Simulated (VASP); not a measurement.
```xyz
8
Lattice="5.4965 0.0000 0.0000 0.0000 5.4965 0.0000 0.0000 0.0000 5.4965" Properties=species:S:1:pos:R:3 pbc="T T T"
Be     0.0597     5.4368     5.4368
Be     2.6886     2.8079     5.4368
Be     2.6886     5.4368     2.8079
Be     0.0597     2.8079     2.8079
Te     1.3741     1.3741     1.3741
Te     4.1224     4.1224     1.3741
Te     4.1224     1.3741     4.1224
Se     1.3741     4.1224     4.1224
```

Level of theory: PBEsol GGA, VASP's PBE PAW potentials (set 64) (plane waves; VASP). Run with 400 eV cut-off, Gaussian smearing of 0.050 eV, potentials Be Te Se.

Unless said otherwise, spin-orbit coupling is left out, though it shifts the bands of the heavy elements here.

**Question.** Give the energies of bands 7 to 20 at the high-symmetry points, in eV from the valence-band maximum.

**Answer.** 
```tsv
band	Γ	X	M	R
7	-5.27	-3.90	-4.60	-5.82
8	-3.00	-3.90	-4.27	-5.58
9	-3.00	-3.69	-3.72	-1.80
10	-3.00	-3.30	-3.23	-1.80
11	-2.60	-3.06	-3.23	-1.80
12	-2.60	-2.75	-3.03	-0.94
13	-2.60	-2.06	-1.62	-0.94
14	0.00	-2.06	-1.62	-0.94
15	0.00	-1.45	-1.06	-0.72
16	0.00	-1.45	-0.81	-0.72
17	1.81	2.60	3.40	2.44
18	1.85	2.80	4.07	3.52
19	1.85	4.41	4.07	3.52
20	2.85	4.49	4.07	3.52
```

The gap is direct, 1.81 eV, from the valence maximum at Γ to the conduction minimum at Γ.

The structure was generated: Be4SeTe3 was put into an ordered model structure (P-43m), which need not be its known phase. It was relaxed first.
